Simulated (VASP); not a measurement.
# TiTe2: how numerical settings change the zone-centre modes, part 2 of 2

How far do the zone-centre frequencies of TiTe2 depend on the numerical settings? The starting structure is a measured crystal structure from the Crystallography Open Database.

VASP 6.6.1.

Results so far: reference A2u 288.0 cm⁻¹.

## (3) Modes with a 6×6×3 mesh

Level of this step: LDA, no spin polarisation; plane waves and PAW (Te, Ti_sv) (VASP).

Against step 2 the input has a 6×6×3 mesh.

Contents of INCAR:

```
SYSTEM = TiTe2
PREC = Accurate
ENCUT = 450
EDIFF = 1E-08
NELM = 100
ISMEAR = 1
SIGMA = 0.15
LREAL = .FALSE.
ALGO = Normal
GGA = CA
NBANDS = 18
LORBIT = 11
LWAVE = .FALSE.
LCHARG = .FALSE.
KPAR = 4
IBRION = 8
ISIF = 2
```

Contents of POSCAR:

```
TiTe2
1.0
    3.6675316547      0.0000000000      0.0000000000
   -1.8337658274      3.1761755822      0.0000000000
    0.0000000000      0.0000000000      6.3265478193
Te Ti
2 1
Direct
    0.3333333333      0.6666666667      0.7300513549
    0.6666666667      0.3333333333      0.2699486451
    0.0000000000      0.0000000000      0.0000000000
```

Contents of KPOINTS:

```
Automatic mesh
0
Gamma
6 6 3
0 0 0
```

PAW data sets: Te and Ti_sv (LDA family, release 64).

On the command line:

```console
> mpirun -np 4 vasp_std
```

The program printed:

```text
[... set-up lines as in an earlier step ...]
 entering main loop
       N       E                     dE             d eps       ncg     rms          rms(c)
DAV:   1     0.171923235814E+03    0.17192E+03   -0.10209E+04   612   0.112E+03
DAV:   2    -0.409206880218E+01   -0.17602E+03   -0.17216E+03   654   0.302E+02
DAV:   3    -0.197639755610E+02   -0.15672E+02   -0.15392E+02   982   0.832E+01
DAV:   4    -0.202307314085E+02   -0.46676E+00   -0.46513E+00   772   0.135E+01
[...]
DAV:  16    -0.183371481522E+02    0.23901E-06   -0.49861E-07   704   0.601E-03    0.433E-03
DAV:  17    -0.183371480964E+02    0.55808E-07   -0.19750E-07   816   0.322E-03    0.143E-03
DAV:  18    -0.183371480912E+02    0.52028E-08   -0.35002E-08   546   0.130E-03
   1 F= -.18337148E+02 E0= -.18338301E+02  d E =0.346011E-02
 Linear response reoptimize wavefunctions to high precision
DAV:   1    -0.183371480914E+02   -0.18917E-09   -0.22727E-09   448   0.391E-04
DAV:   2    -0.183371480914E+02    0.38654E-10   -0.27337E-10   360   0.137E-04
 Linear response DOF=           4
 Linear response progress:
[...]
RMM:  15    -0.678383447566E+00    0.11504E-06   -0.26876E-06  3214   0.977E-04    0.164E-05
RMM:  16    -0.678383676720E+00   -0.22915E-06   -0.24191E-06  2907   0.860E-04    0.166E-05
RMM:  17    -0.678383784998E+00   -0.10828E-06   -0.21697E-06  3051   0.763E-04    0.143E-05
 first order change of Fermi-energy  -0.24407E-03
 force on displaced ion       3 direction 1 :  -6.487   0.000   0.000
 Linear response progress:
  Degree of freedom:   4/  4
       N       E                     dE             d eps       ncg     rms          rms(c)
RMM:   1    -0.726481027753E+00   -0.72648E+00    0.20798E+01   623   0.130E+02
RMM:   2    -0.681659732347E+00    0.44821E-01   -0.38480E-01  1022   0.476E+00    0.206E-01
RMM:   3    -0.679934054984E+00    0.17257E-02   -0.26943E-02  1180   0.103E+00    0.100E-01
RMM:   4    -0.680538944435E+00   -0.60489E-03   -0.16866E-02  1303   0.449E-01    0.507E-02
[...]
RMM:  16    -0.681975091680E+00    0.19094E-06   -0.77727E-06  1357   0.207E-03    0.303E-04
RMM:  17    -0.681975209905E+00   -0.11822E-06   -0.77183E-06  1287   0.190E-03    0.258E-04
RMM:  18    -0.681975354605E+00   -0.14470E-06   -0.68838E-06  1408   0.168E-03    0.257E-04
 first order change of Fermi-energy   0.30780E-02
 force on displaced ion       3 direction 3 :  -0.000   0.000 -14.094
 Linear response finished
```

The job ended after 3 min (4 MPI ranks of Intel Xeon Platinum 8488C (Sapphire Rapids), shared host; peak memory 1.1 GiB).

OUTCAR, selected parts (step 3):

```text
  Total        0.1964372      0.1964372     -0.5055223     -0.0000000      0.0000000      0.0000000
  in kB        4.2706027      4.2706027    -10.9902036     -0.0000000      0.0000000      0.0000000
  external PRESSURE =      -0.8163327 kB  Pullay stress =       0.0000000 kB

 POSITION                                       TOTAL-FORCE (eV/Angst)
 -----------------------------------------------------------------------------------
     -0.00000      2.11745      4.61870        -0.000000      0.000000      0.116277
      1.83377      1.05873      1.70784         0.000000     -0.000000     -0.116277
      0.00000      0.00000      0.00000         0.000000      0.000000      0.000000
 -----------------------------------------------------------------------------------
    total drift:                               -0.000000      0.000000      0.000000

[... 1 part as in an earlier step ...]

[... 1 further part left out ...]
```

With a 6×6×3 mesh the modes are A2u 308.3, Eu 209.1, A1g 148.0, Eg 102.3 cm⁻¹; the largest shift is +20.5 cm⁻¹, in Eu, from the reference.

## (4) Modes with a cutoff of 270 eV

Against step 2 the input has ENCUT = 270.

Changes to INCAR since step 3:

```diff
@@ -2,3 +2,3 @@
 PREC = Accurate
-ENCUT = 450
+ENCUT = 270
 EDIFF = 1E-08
```

POSCAR is that of step 3.

Contents of KPOINTS:

```
Automatic mesh
0
Gamma
12 12 6
0 0 0
```

On the command line:

```console
> mpirun -np 4 vasp_std
```

The program printed:

```text
[... set-up lines as in an earlier step ...]
 entering main loop
       N       E                     dE             d eps       ncg     rms          rms(c)
DAV:   1     0.123803532436E+03    0.12380E+03   -0.77812E+03  3712   0.801E+02
DAV:   2    -0.115014522289E+02   -0.13530E+03   -0.13247E+03  4262   0.244E+02
DAV:   3    -0.200263317089E+02   -0.85249E+01   -0.83993E+01  4820   0.626E+01
DAV:   4    -0.202682008145E+02   -0.24187E+00   -0.24152E+00  4786   0.103E+01
[...]
DAV:  18    -0.183435699292E+02    0.47910E-07   -0.77704E-08  3770   0.196E-03    0.408E-04
DAV:  19    -0.183435699179E+02    0.11256E-07   -0.51112E-09  2130   0.662E-04    0.101E-04
DAV:  20    -0.183435699194E+02   -0.14952E-08   -0.34975E-10  2078   0.135E-04
   1 F= -.18343570E+02 E0= -.18343998E+02  d E =0.128567E-02
 Linear response reoptimize wavefunctions to high precision
DAV:   1    -0.183435699259E+02   -0.65315E-08   -0.10010E-10  2120   0.741E-05
DAV:   2    -0.183435699259E+02    0.18645E-10   -0.18745E-11  2068   0.330E-05
 Linear response DOF=           4
 Linear response progress:
[...]
RMM:  22    -0.668822270216E+00   -0.14486E-06   -0.24894E-06 20014   0.490E-04    0.461E-05
RMM:  23    -0.668822323802E+00   -0.53587E-07   -0.24645E-06 21012   0.442E-04    0.458E-05
RMM:  24    -0.668822374221E+00   -0.50419E-07   -0.22507E-06 19351   0.411E-04    0.493E-05
 first order change of Fermi-energy  -0.92568E-03
 force on displaced ion       3 direction 1 :  -5.272   0.000   0.000
 Linear response progress:
  Degree of freedom:   4/  4
       N       E                     dE             d eps       ncg     rms          rms(c)
RMM:   1    -0.715845766261E+00   -0.71585E+00    0.23126E+01  3616   0.127E+02
RMM:   2    -0.663640970644E+00    0.52205E-01   -0.42462E-01  5970   0.467E+00    0.211E-01
RMM:   3    -0.661741398908E+00    0.18996E-02   -0.28320E-02  7008   0.102E+00    0.100E-01
RMM:   4    -0.662341820509E+00   -0.60042E-03   -0.15047E-02  8120   0.442E-01    0.471E-02
[...]
RMM:  19    -0.663648343277E+00   -0.16725E-06   -0.23101E-06  7803   0.114E-03    0.147E-04
RMM:  20    -0.663648436544E+00   -0.93268E-07   -0.20541E-06  8468   0.103E-03    0.153E-04
RMM:  21    -0.663648515494E+00   -0.78949E-07   -0.18457E-06  8660   0.930E-04    0.177E-04
 first order change of Fermi-energy   0.15660E-02
 force on displaced ion       3 direction 3 :  -0.000   0.000 -12.262
 Linear response finished
```

Elapsed: 5.1 min, on 4 MPI ranks; peak memory 2.1 GiB; 20 min of CPU time.

From OUTCAR (step 4):

```text
  Total       -0.1166523     -0.1166523     -0.1039691      0.0000000      0.0000000     -0.0000000
  in kB       -2.5360545     -2.5360545     -2.2603193      0.0000000      0.0000000     -0.0000000
  external PRESSURE =      -2.4441428 kB  Pullay stress =       0.0000000 kB

 POSITION                                       TOTAL-FORCE (eV/Angst)
 -----------------------------------------------------------------------------------
     -0.00000      2.11745      4.61870         0.000000      0.000000     -0.017122
      1.83377      1.05873      1.70784        -0.000000      0.000000      0.017122
      0.00000      0.00000      0.00000        -0.000000      0.000000      0.000000
 -----------------------------------------------------------------------------------
    total drift:                               -0.000000     -0.000000     -0.000000

[... 1 part as in an earlier step ...]

[... 1 further part left out ...]
```

With a cutoff of 270 eV the modes are A2u 287.8, Eu 188.7, A1g 151.0, Eg 104.4 cm⁻¹; the largest shift is +0.3 cm⁻¹, in A1g, from the reference.

## (5) Modes with a 14×14×8 mesh

Against step 2 the input has a 14×14×8 mesh.

Changes to INCAR since step 4:

```diff
@@ -2,3 +2,3 @@
 PREC = Accurate
-ENCUT = 270
+ENCUT = 450
 EDIFF = 1E-08
```

POSCAR is that of step 4.

Contents of KPOINTS:

```
Automatic mesh
0
Gamma
14 14 8
0 0 0
```

On the command line:

```console
> mpirun -np 4 vasp_std
```

The program printed:

```text
[... set-up lines as in an earlier step ...]
 entering main loop
       N       E                     dE             d eps       ncg     rms          rms(c)
DAV:   1     0.166761777536E+03    0.16676E+03   -0.10076E+04  6048   0.113E+03
DAV:   2    -0.511644810373E+01   -0.17188E+03   -0.16829E+03  6534   0.297E+02
DAV:   3    -0.197723561805E+02   -0.14656E+02   -0.14336E+02  9392   0.812E+01
DAV:   4    -0.202556883208E+02   -0.48333E+00   -0.48007E+00  7694   0.138E+01
[...]
DAV:  16    -0.183423580646E+02    0.27420E-06   -0.12176E-06  8274   0.673E-03    0.255E-03
DAV:  17    -0.183423580473E+02    0.17335E-07   -0.45334E-08  6740   0.136E-03    0.123E-03
DAV:  18    -0.183423580382E+02    0.91291E-08   -0.83197E-08  6418   0.193E-03
   1 F= -.18342358E+02 E0= -.18342347E+02  d E =-.339773E-04
 Linear response reoptimize wavefunctions to high precision
DAV:   1    -0.183423580380E+02    0.14325E-09   -0.54205E-09  6142   0.688E-04
DAV:   2    -0.183423580381E+02   -0.24102E-10   -0.16380E-10  3592   0.103E-04
 Linear response DOF=           4
 Linear response progress:
[...]
RMM:  17    -0.679783916172E+00   -0.26559E-06   -0.19415E-06 38269   0.898E-04    0.489E-05
RMM:  18    -0.679783987286E+00   -0.71114E-07   -0.16749E-06 41475   0.804E-04    0.538E-05
RMM:  19    -0.679784179273E+00   -0.19199E-06   -0.14351E-06 36488   0.732E-04    0.532E-05
 first order change of Fermi-energy  -0.10070E-02
 force on displaced ion       3 direction 1 :  -5.592   0.000   0.000
 Linear response progress:
  Degree of freedom:   4/  4
       N       E                     dE             d eps       ncg     rms          rms(c)
RMM:   1    -0.721909250192E+00   -0.72191E+00    0.21729E+01  6068   0.133E+02
RMM:   2    -0.674982194895E+00    0.46927E-01   -0.42986E-01 10119   0.495E+00    0.210E-01
RMM:   3    -0.673180939621E+00    0.18013E-02   -0.29250E-02 11776   0.112E+00    0.103E-01
RMM:   4    -0.673712484882E+00   -0.53155E-03   -0.17457E-02 13733   0.480E-01    0.521E-02
[...]
RMM:  20    -0.675203744574E+00   -0.58272E-07    0.83650E-07 13654   0.104E-03    0.244E-04
RMM:  21    -0.675203736058E+00    0.85157E-08    0.66174E-07 15273   0.945E-04    0.258E-04
RMM:  22    -0.675203784589E+00   -0.48531E-07    0.68909E-07 14195   0.871E-04    0.276E-04
 first order change of Fermi-energy   0.24876E-02
 force on displaced ion       3 direction 3 :   0.000   0.000 -11.951
 Linear response finished
```

It took 20 min on 4 MPI ranks; peak memory 6.4 GiB.

Parts of OUTCAR (step 5):

```text
  Total       -0.0144580     -0.0144580      0.0060305      0.0000000      0.0000000      0.0000000
  in kB       -0.3143219     -0.3143219      0.1311049      0.0000000      0.0000000      0.0000000
  external PRESSURE =      -0.1658463 kB  Pullay stress =       0.0000000 kB

 POSITION                                       TOTAL-FORCE (eV/Angst)
 -----------------------------------------------------------------------------------
     -0.00000      2.11745      4.61870        -0.000000      0.000000     -0.001268
      1.83377      1.05873      1.70784         0.000000     -0.000000      0.001268
      0.00000      0.00000      0.00000        -0.000000      0.000000     -0.000000
 -----------------------------------------------------------------------------------
    total drift:                               -0.000000      0.000000      0.000000

[... 1 part as in an earlier step ...]

[... 1 further part left out ...]
```

With a 14×14×8 mesh the modes are A2u 283.9, Eu 194.1, A1g 149.8, Eg 103.7 cm⁻¹; the largest shift is +5.5 cm⁻¹, in Eu, from the reference.

## (6) Modes with finite displacements

Against step 2 the input has IBRION = 6, NFREE = 2 and POTIM = 0.015 (also changed: NSW).

Changes to INCAR since step 5:

```diff
@@ -15,3 +15,6 @@
 KPAR = 4
-IBRION = 8
+IBRION = 6
+NFREE = 2
+POTIM = 0.015
+NSW = 1
 ISIF = 2
```

POSCAR is that of step 5.

Contents of KPOINTS:

```
Automatic mesh
0
Gamma
12 12 6
0 0 0
```

On the command line:

```console
> mpirun -np 4 vasp_std
```

The program printed:

```text
[... set-up lines as in an earlier step ...]
 entering main loop
       N       E                     dE             d eps       ncg     rms          rms(c)
[... 17 cycles as in an earlier step ...]
   1 F= -.18345224E+02 E0= -.18345663E+02  d E =0.131727E-02
[... from here on, the cycles between the ionic steps are left out ...]
   2 F= -.18344790E+02 E0= -.18345231E+02  d E =0.132156E-02
   3 F= -.18344790E+02 E0= -.18345231E+02  d E =0.132156E-02
   4 F= -.18344247E+02 E0= -.18344660E+02  d E =0.124076E-02
   5 F= -.18344313E+02 E0= -.18344770E+02  d E =0.136977E-02
   6 F= -.18344632E+02 E0= -.18345079E+02  d E =0.134030E-02
   7 F= -.18344632E+02 E0= -.18345079E+02  d E =0.134031E-02
   8 F= -.18343848E+02 E0= -.18344280E+02  d E =0.129496E-02
   9 F= -.18343848E+02 E0= -.18344280E+02  d E =0.129498E-02
 Finite differences progress:
  Degree of freedom:   4/  4
  Displacement:        2/  2
  Total:               8/  8
```

Elapsed: 7.6 min, on 4 MPI ranks; peak memory 3 GiB; 30 min of CPU time.

From OUTCAR (step 6):

```text
  Total        0.0034209      0.0034209     -0.0003829     -0.0000000      0.0000000      0.0000000
  in kB        0.0743722      0.0743722     -0.0083241     -0.0000000      0.0000000      0.0000000
  external PRESSURE =       0.0468068 kB  Pullay stress =       0.0000000 kB

 POSITION                                       TOTAL-FORCE (eV/Angst)
 -----------------------------------------------------------------------------------
     -0.00000      2.11745      4.61870         0.000000      0.000000     -0.094306
      1.83377      1.05873      1.70784        -0.000000      0.000000     -0.089092
      0.00000      0.00000     -0.01500         0.000000     -0.000000      0.183398
 -----------------------------------------------------------------------------------
    total drift:                                0.000000     -0.000000      0.000014

  FREE ENERGIE OF THE ION-ELECTRON SYSTEM (eV)
  ---------------------------------------------------
  free  energy   TOTEN  =       -18.3438481470 eV

  energy  without entropy=      -18.3451431267  energy(sigma->0) =      -18.34427981

[... 2 parts as in an earlier step ...]

[... 1 further part left out ...]
[key lines of the parts left out:]
E-fermi :   7.7329
```

The last energy, forces and stress in OUTCAR belong to the last displaced cell, not to that of POSCAR.

With finite displacements the modes are A2u 287.2, Eu 188.1, A1g 150.7, Eg 104.1 cm⁻¹; the largest shift is -0.8 cm⁻¹, in A2u, from the reference.

## (7) The runs compared

```csv
run,A2u,Eu,A1g,Eg,method,core minutes
reference,288.0,188.6,150.7,104.1,perturbation theory,60.0
a 6×6×3 mesh,308.3,209.1,148.0,102.3,perturbation theory,12.1
a cutoff of 270 eV,287.8,188.7,151.0,104.4,perturbation theory,20.4
a 14×14×8 mesh,283.9,194.1,149.8,103.7,perturbation theory,81.4
finite displacements,287.2,188.1,150.7,104.1,finite displacements,30.5
```

Modes are in cm⁻¹, degenerate ones as one, matched between runs by symmetry and order. A number in brackets counts the listed modes of one symmetry from the lowest. The symmetry labels come from an automatic analysis and can be wrong where levels nearly coincide. Core minutes are wall time times ranks of the run shown, on a shared host.

## (8) What came out

```yaml
a2u_reference: 288.0 cm⁻¹
eg_reference: 104.1 cm⁻¹
a2u_a_6x6x3_mesh: 308.3 cm⁻¹
eg_a_6x6x3_mesh: 102.3 cm⁻¹
a2u_a_cutoff_of_270_ev: 287.8 cm⁻¹
eg_a_cutoff_of_270_ev: 104.4 cm⁻¹
a2u_a_14x14x8_mesh: 283.9 cm⁻¹
eg_a_14x14x8_mesh: 103.7 cm⁻¹
a2u_finite_displacements: 287.2 cm⁻¹
eg_finite_displacements: 104.1 cm⁻¹
```

What this shows: The largest change comes with a 6×6×3 mesh: +20.5 cm⁻¹ in Eu. On finer settings the modes change by up to +5.5 cm⁻¹ in Eu with a 14×14×8 mesh. These runs have no gap; if the crystal is a semiconductor, they miss the splitting of its polar modes and hang more on mesh and smearing. Other changes move the modes by more: +20.5 cm⁻¹ in Eu with a 6×6×3 mesh. Further runs on this material are not shown.

[Lines on the potential files, build, host, timing and source positions are cut from VASP's logs without a mark.]

[Logs are printed without paths, hosts, clocks, repeated set-up lines and the standing remarks that a program may print on its own settings, such as how far it seeks lower states.]

[Hosts, paths, dates, database ids (printed as entryN), source tags and the programs' standing remarks are cut or masked in the printed files.]
